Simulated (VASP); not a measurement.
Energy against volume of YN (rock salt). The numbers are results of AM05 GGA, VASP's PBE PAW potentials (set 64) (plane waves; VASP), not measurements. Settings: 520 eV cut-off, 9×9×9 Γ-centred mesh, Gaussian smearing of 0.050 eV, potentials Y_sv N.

```json
[
 {"V (Å³/atom)": "13.888", "E (eV/atom)": "-9.30030"},
 {"V (Å³/atom)": "14.318", "E (eV/atom)": "-9.30764"},
 {"V (Å³/atom)": "14.747", "E (eV/atom)": "-9.30137"},
 {"V (Å³/atom)": "15.177", "E (eV/atom)": "-9.28345"}
]
```

**Question.** Fit these four points and predict the energy of the run at 13.459 Å³/atom.

**Answer.** A cubic in V^(−2/3), the third-order Birch-Murnaghan form, passes through the four points with V0 = 14.32 Å³/atom and B0 = 169 GPa, and gives -9.2770 eV/atom there. The run gave -9.2771 eV/atom, -0.1 meV/atom from the fit; all five points give B0 = 168 GPa.

The compound is YN in the rock salt structure. It was relaxed first.
